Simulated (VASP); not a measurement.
Calculation: PBE GGA + U (Dudarev), VASP's PBE PAW potentials (set 64) (plane waves; VASP).

VASP input:

KPOINTS:
```
kpoints
0
G
  11 11 11
0 0 0
```

### INCAR
```
SYSTEM = CoGa
PREC = Accurate
ENCUT = 400
EDIFF = 1E-6
NELM = 100
ALGO = Normal
LREAL = .FALSE.
LASPH = .TRUE.
ISMEAR = 1
SIGMA = 0.1
GGA = PE
LMAXMIX = 4
LWAVE = .FALSE.
LCHARG = .FALSE.
ISIF = 2
LDAU = .TRUE.
LDAUTYPE = 2
LDAUL = -1 2
LDAUU = 0 8.0
LDAUJ = 0 0
LDAUPRINT = 1
LORBIT = 10
```

### POSCAR
```
CoGa
1.0
  2.9376000000   0.0000000000   0.0000000000
  0.0000000000   2.9376000000   0.0000000000
  0.0000000000   0.0000000000   2.9376000000
Ga Co
1 1
Cart
  1.4688000000   1.4688000000   1.4688000000
  0.0000000000   0.0000000000   0.0000000000
```

POTCAR, in this order: Ga_d Co (PBE.64 set). Program: vasp_std.

Question: What does the run give for the energy per atom (σ→0), pressure, band gap (on the k-mesh)?

Answer: 
- energy per atom (σ→0) = -1.816 eV/atom
- band gap (on the k-mesh) = none (metal, semimetal or under 0.01 eV)
- pressure = -15.85 GPa

OSZICAR:
```
...
DAV:  24    -0.363254634347E+01   -0.12117E-02   -0.66062E-03  2471   0.676E-01    0.579E-02
DAV:  25    -0.363291631195E+01   -0.36997E-03   -0.29122E-03  2130   0.586E-01    0.305E-02
DAV:  26    -0.363295208169E+01   -0.35770E-04   -0.23785E-04  2114   0.129E-01    0.175E-02
DAV:  27    -0.363294793661E+01    0.41451E-05   -0.46847E-05  2263   0.101E-01    0.649E-03
DAV:  28    -0.363295320353E+01   -0.52669E-05   -0.10159E-04  1958   0.142E-01    0.565E-03
DAV:  29    -0.363295469611E+01   -0.14926E-05   -0.12105E-05  1821   0.524E-02    0.177E-03
DAV:  30    -0.363295472634E+01   -0.30237E-07   -0.95068E-07   970   0.131E-02
   1 F= -.36329547E+01 E0= -.36329045E+01  d E =-.150787E-03
```

The compound is CoGa in the CsCl type structure. The cell was not relaxed at this level. The run is one of a series of settings (LDAU = .TRUE., LDAUJ = 0 0, LDAUL = -1 2, LDAUTYPE = 2, LDAUU = 0 8.0 against the base run), some of them coarse on purpose. The run is not spin-polarised, so no magnetic state was tried.
